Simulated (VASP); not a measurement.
Energy against volume of NaCl (rock salt). These are PBE GGA with D4 dispersion, VASP's PBE PAW potentials (set 64) (plane waves; VASP) values and carry that method's errors.

| V (Å³/atom) | E (eV/atom) |
|---|---|
| 21.045 | -3.47763 |
| 21.717 | -3.48321 |
| 22.388 | -3.48496 |
| 23.060 | -3.48347 |
| 23.732 | -3.47928 |

### Question
Fit a third-order Birch-Murnaghan equation of state.

### Answer

The volume per atom is 22.40 Å³/atom, the bulk modulus is 25.6 GPa and the pressure derivative of the bulk modulus is 4.81. The lattice constant a is 5.638 Å.

The compound is NaCl in the rock salt structure. It was relaxed first.
